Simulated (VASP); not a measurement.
The system is MgO.

```
Mg O
1.0
     0.00000    2.12205    2.12205
     2.12205    0.00000    2.12205
     2.12205    2.12205    0.00000
Mg O
1 1
Direct
  0.00000 0.00000 0.00000
  0.50000 0.50000 0.50000
```

The cell is a database's computed one.

Program: VASP 6.6.1. Alike in all runs: task band structure; potentials or basis VASP PAW PBE potentials, release 64 (Mg, O); no spin polarisation; cell as given; smearing gaussian 0.02 eV. Hardware: 2 MPI ranks on Intel(R) Xeon(R) Platinum 8488C (Sapphire Rapids), on a shared host.

Problem. Order these runs on this cell by their wall time, lowest first.
A. level PBE0; k mesh 10 × 10 × 10; cutoff (eV) 450; grid for exact exchange (PRECFOCK) Fast; exchange at q = 0 truncated
B. level r2SCAN; k mesh 14 × 14 × 14; cutoff (eV) 450
C. level PBE; k mesh 14 × 14 × 14; cutoff (eV) 600

Solution. C (9 s), B (42 s), A (1800 s).
